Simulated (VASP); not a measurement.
OH2, in a box:

```xyz
3
Lattice="12.0146 0.0000 0.0000 0.0000 12.5146 0.0000 0.0000 0.0000 13.0146" Properties=species:S:1:pos:R:3 pbc="T T T"
O     6.0369    6.2357    6.8787
H     5.9621    7.1022    6.4432
H     6.0186    5.5940    6.1479
```

Base run:

- Program: VASP 6.6.1
- Functional: PBE
- Potentials or basis: VASP PAW PBE potentials, release 64 (O, H)
- Cutoff: 400 eV
- k mesh: 1 × 1 × 1
- Occupations: gaussian, width 0.01 eV
- Spin: no spin polarisation

Its results: gap between the frontier levels 6.21 eV; largest force 0.013 eV/Å.

Q: The run is repeated on the same cell with these changes: functional from PBE to RPBE. What comes out?

A: Gap between the frontier levels 6.08 eV; largest force 0.040 eV/Å.

Caveats: the PAW data sets were made with another functional, which shifts forces and pressure a little (some runs).

A k mesh can miss the band edges.

Not every run made on this cell is shown here.
